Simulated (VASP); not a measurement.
# Ga24CN22O (a cell with a defect) in VASP: settings compared, part 2 of 2

VASP 6.6.1.

### Step 3. Single point, HSE06, collinear spin, ferromagnetic start

Contents of POSCAR:

```
Ga24CN22O                               
1.0
   -3.2177240000     -5.5732640000      5.2440550000
    6.4354500000      0.0000000000      5.2440550000
   -3.2177260000      5.5732640000      5.2440550000
  Ga              C               N               O             
    24     1    22     1
Direct
     0.8268079500464394    0.5071925799755398    0.6668979501200720
     0.6653966436232439    0.3334116321210059    0.0016463782757311
     0.0007482027467368    0.6669353763135071    0.3323169112436952
     0.6656871165582763    0.8344172306368858    0.4987204393460391
     0.0012166255326334    0.1607087238408084    0.8414164466226952
     0.1762392476641458    0.3339083217327468    0.4942967073048989
     0.4989630183701345    0.6676950929919412    0.8333508348522712
     0.8319242298449827    0.9984234865944422    0.1661171762977811
     0.3334718524824609    0.4994498675191625    0.1654044408969832
     0.3338905777378617    0.9998230506526955    0.6651415215925900
     0.1668568865100399    0.8323127115050107    0.9994393105822228
     0.5004134292734138    0.1670144387419172    0.3322568805404778
     0.6650676787946203    0.5026472121042044    0.3336655617062963
     0.4996141118662563    0.3352767661991431    0.6676627206590622
     0.8323382112338508    0.6675242299540154    0.9995767326523318
     0.4994178361872309    0.8334012362679839    0.1646712510337572
     0.8275547403107685    0.1607228544478271    0.4936380626600608
     0.9981288843465921    0.3332375517784531    0.1671540508705635
     0.3334678878636895    0.6669051827989428    0.4990271540812217
     0.6658841676363618    0.0004084491612989    0.8321577355786859
     0.1652856998457658    0.4999155310230070    0.8338376892152822
     0.1669430851073057    0.9978357583621594    0.3317764975818730
     0.0013496598606042    0.8319974217813718    0.6653424902046026
     0.3323161520135807    0.1664895890052421    0.9991492659941228
     0.6253768654320032    0.2917344569701067    0.4586537342498352
     0.4579071878026892    0.1251216077388664    0.7913606263748272
     0.7916412957346216    0.4594271302371205    0.1251430758608552
     0.4568909667204668    0.6267280302093442    0.2903058821280968
     0.7943888187281839    0.9573364026599235    0.6263959983531342
     0.9606092298780293    0.1239515647894284    0.2908886808743923
     0.2891937197163369    0.4594254837364896    0.6263431903915521
     0.6252014454087284    0.7926696677561029    0.9574638200940678
     0.1235707041349090    0.2921663479733065    0.9578709014732500
     0.1257403104154720    0.7913061082042187    0.4580690342961357
     0.9578942868480115    0.6238507700438561    0.7912418789464130
     0.2915480800806470    0.9584493086435757    0.1234667857678413
     0.7934827085509254    0.6269863407985855    0.4581803528559782
     0.6253821775071863    0.4591864263801443    0.7942927703063813
     0.9588700220025603    0.7916710875218492    0.1243186118477262
     0.6245803961002788    0.9563595389064407    0.2899134163643237
     0.1242371628074401    0.4577377093668530    0.2924020487345943
     0.4588912469544057    0.7917141786887861    0.6248489003729371
     0.7914563942304340    0.1262381097416482    0.9574723214850508
     0.2911671420148520    0.6246885142348162    0.9578610653091389
     0.2888291417968832    0.1233316223094577    0.4579544423096695
     0.1253379102349411    0.9587356100677503    0.7905412345581194
     0.4563012256936024    0.2913331732397932    0.1224945560825512
     0.9624268857493975    0.2922150842722262    0.6270556610498117
```

Contents of INCAR.step1:

```
PREC = Normal ; ENCUT = 400
EDIFF = 1E-5 ; ISMEAR = 0
SIGMA = 0.01 ; LREAL = Auto
LASPH = True ; NELM = 150
ALGO = Normal ; ISIF = 2
LWAVE = True ; LCHARG = False
ISPIN = 2 ; MAGMOM = 0 0 0 0 0 0 0 0 0 0 0 0.2 0.2 0.2 0 0 0.2 0 0 0 0 0 0 0 0.2 0 0 0 0 0 0 0 0 0 0 0 0 0 0 0 0 0 0 0 0 0 0 0
LORBIT = 11 ; AMIX = 0.2
BMIX = 1E-4 ; AMIX_MAG = 0.8
BMIX_MAG = 1E-4 ; ICORELEVEL = 1
NELECT = 431.0 ; GGA = PE
LUSENCCL = False
```

Contents of INCAR.step2:

```
PREC = Normal ; ENCUT = 400
EDIFF = 1E-7 ; ISMEAR = 0
SIGMA = 0.01 ; LREAL = Auto
LASPH = True ; NELM = 150
ALGO = Normal ; ISIF = 2
LWAVE = False ; LCHARG = False
ISPIN = 2 ; MAGMOM = 0 0 0 0 0 0 0 0 0 0 0 0.2 0.2 0.2 0 0 0.2 0 0 0 0 0 0 0 0.2 0 0 0 0 0 0 0 0 0 0 0 0 0 0 0 0 0 0 0 0 0 0 0
LORBIT = 11 ; GGA = PE
LHFCALC = True ; HFSCREEN = 0.2
PRECFOCK = Fast ; AMIX = 0.2
BMIX = 1E-4 ; AMIX_MAG = 0.8
BMIX_MAG = 1E-4 ; ICORELEVEL = 1
NELECT = 431.0 ; ISTART = 1
LUSENCCL = False
```

Contents of KPOINTS:

```
regular mesh
0
Gamma
  1 1 1
```

Potentials or basis: VASP PAW PBE potentials, release 64 (Ga_d, C, N, O).

Run with:

```console
$ cat potpaw_PBE.64/Ga_d/POTCAR potpaw_PBE.64/C/POTCAR potpaw_PBE.64/N/POTCAR potpaw_PBE.64/O/POTCAR > POTCAR
$ cp INCAR.step1 INCAR
$ mpirun -np 1 vasp_gam > vasp.out
$ cp INCAR.step2 INCAR
$ mpirun -np 1 vasp_gam > vasp.out
```

Run time: 86 min. Hardware: 1 × NVIDIA H100 80GB with 1 thread of AMD EPYC 7R13 (Zen 3), shared host; peak memory 1.3 GiB.

The run converged. Its results:

| Property | Result |
| --- | --- |
| Free energy | -357.2694 eV |
| Largest force | 0.706 eV/Å |
| Band gap on the k mesh | 0.91 eV, direct |
| Net moment | 1.00 μB per cell |
| Site moments | Ga +0.00, -0.00, -0.01, +0.05, +0.01; C +0.22; N +0.08, +0.02, +0.01, +0.03, +0.00, -0.00; O +0.00 μB |
| Valence electrons inside the program's atomic spheres | Ga 11.72, 11.78, 11.77, 11.74, 11.81, 11.79, 11.80; C 2.40; N 3.68, 3.69, 3.70; O 5.07 |

Forces in eV/Å, atoms in the order of the input:
```
Ga   0.034  0.005  0.121
Ga  -0.065  0.003 -0.032
Ga   0.006 -0.060  0.035
Ga   0.044  0.014 -0.013
Ga  -0.044  0.031  0.032
Ga   0.024 -0.035  0.052
Ga   0.088  0.031  0.014
Ga  -0.026  0.017  0.002
Ga   0.059  0.021  0.015
Ga  -0.046  0.015 -0.109
Ga  -0.026  0.014 -0.024
Ga  -0.134 -0.004 -0.274
Ga   0.635 -0.011  0.309
Ga   0.329  0.514  0.198
Ga   0.160  0.003  0.090
Ga   0.014  0.040  0.030
Ga  -0.151 -0.188 -0.129
Ga  -0.094 -0.069  0.022
Ga   0.027  0.019  0.005
Ga  -0.111 -0.028  0.011
Ga   0.019 -0.038  0.027
Ga   0.071  0.047 -0.016
Ga   0.073 -0.018 -0.003
Ga   0.026  0.159  0.031
C   -0.439 -0.183 -0.161
N    0.121 -0.312  0.013
N   -0.181  0.233 -0.135
N   -0.131 -0.077 -0.001
N    0.080  0.034  0.032
N    0.002  0.024  0.075
N   -0.077 -0.024 -0.021
N   -0.045 -0.021 -0.022
N   -0.057 -0.002 -0.056
N   -0.046  0.011 -0.013
N   -0.092  0.067 -0.112
N    0.035 -0.113 -0.005
N   -0.099  0.105 -0.085
N   -0.025 -0.152 -0.089
N   -0.027 -0.017 -0.040
N    0.042  0.013  0.011
N    0.003  0.008 -0.009
N   -0.021 -0.011  0.027
N    0.029 -0.020  0.011
N    0.000  0.012 -0.001
N    0.018 -0.008  0.071
N    0.053  0.000  0.017
N   -0.058 -0.079  0.080
O    0.005  0.029  0.022
```

Levels at points of the mesh, in eV from the valence-band top:
Spin up:
```csv
k point,band 214,band 215,band 216,band 217,band 218,band 219
"(0.00, 0.00, 0.00)",-0.18,-0.16,-0.07,2.92,5.25,5.81
```
Spin down:
| k point | band 213 | band 214 | band 215 | band 216 | band 217 | band 218 |
| --- | --- | --- | --- | --- | --- | --- |
| (0.00, 0.00, 0.00) | -0.56 | -0.10 | 0.00 | 0.91 | 2.94 | 5.25 |

Core levels (eV, on the scale of the bands):
| atom | levels |
| --- | --- |
| 1 Ga | 1s -10216.8, 2s -1250.1, 2p -1086.6, 3s -136.9, 3p -87.7 |
| 2 Ga | 1s -10216.3, 2s -1249.7, 2p -1086.1, 3s -136.4, 3p -87.2 |
| 3 Ga | 1s -10216.3, 2s -1249.7, 2p -1086.1, 3s -136.4, 3p -87.2 |
| 4 Ga | 1s -10216.3, 2s -1249.7, 2p -1086.1, 3s -136.4, 3p -87.2 |
| 5 Ga | 1s -10216.7, 2s -1250.0, 2p -1086.5, 3s -136.8, 3p -87.6 |
| 6 Ga | 1s -10216.7, 2s -1250.0, 2p -1086.5, 3s -136.8, 3p -87.6 |

Caveat: the cell is charged against a uniform background, so pressure and absolute levels hang on convention; the PAW data sets were made with another functional, which shifts forces and pressure a little.
